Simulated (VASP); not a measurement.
Write the native input for VASP 6.6.1 that does the following.

```yaml
Task: relaxation of cell and atoms
Functional: PBE
Potentials_or_basis: VASP PAW PBE potentials, release 64 (Be, Hg)
Cutoff: 600 eV
k_mesh: 10 × 10 × 10
Occupations: gaussian, width 0.1 eV
Spin: no spin polarisation
Dipole_correction: no
Further_INCAR_settings: ALGO = Normal; EDIFF = 1e-06; IBRION = 2; EDIFFG = -0.01; NSW = 100; ISIF = 3
```

The structure of Be7Hg lies in POSCAR:

```
Be7Hg
1.0
    0.0000000000      3.4205631952      3.4205631952
    3.4205631952      0.0000000000      3.4205631952
    3.4205631952      3.4205631952      0.0000000000
Be Hg
7 1
Direct
    0.5000000000      0.5000000000      0.5000000000
    0.5000000000      0.0000000000      0.0000000000
    0.5000000000      0.0000000000      0.5000000000
    0.0000000000      0.5000000000      0.5000000000
    0.0000000000      0.5000000000      0.0000000000
    0.5000000000      0.5000000000      0.0000000000
    0.0000000000      0.0000000000      0.5000000000
    0.0000000000      0.0000000000      0.0000000000
```

The cell was built by a generator and needn't be a form met in nature.

The cell isn't the ideal one: species swapped into the CuPt7 type (Fm-3m, No. 225).

One way to write it, as run:

INCAR

```
ALGO = Normal ; EDIFF = 1E-6
EDIFFG = -0.01 ; ENCUT = 600
GGA = PE ; IBRION = 2
ISIF = 3 ; ISMEAR = 0
LASPH = True ; LCHARG = False
LREAL = False ; LWAVE = False
NELM = 100 ; NSW = 100
PREC = Accurate ; SIGMA = 0.1
```

KPOINTS

```
k-points
0
Gamma
  10 10 10
```

Potentials or basis: VASP PAW PBE potentials, release 64 (Be, Hg).

Command:

```bash
$ cat potpaw_PBE.64/Be/POTCAR potpaw_PBE.64/Hg/POTCAR > POTCAR
$ mpirun -np 1 vasp_std > vasp.out
```

Results of the run:

```yaml
Relaxed_volume: 10.10 Å³/atom
Relaxed_cell: a = 4.852 Å, b = 4.852 Å, c = 4.852 Å, α = 60.00°, β = 60.00°, γ = 60.00°
Space_group_after_relaxing_to_0.05_Å: Fm-3m (No. 225)
Energy_gained_by_relaxing: 0.3 meV/atom
Ionic_steps: 2
Pressure_after_relaxing: -0.1 GPa
Band_gap_on_the_k_mesh: none (metal or under the smearing width)
```

Run time: 94 s on 1 thread of Intel(R) Xeon(R) Platinum 8488C (Sapphire Rapids), with other jobs on the host, peak memory 0.28 GiB.
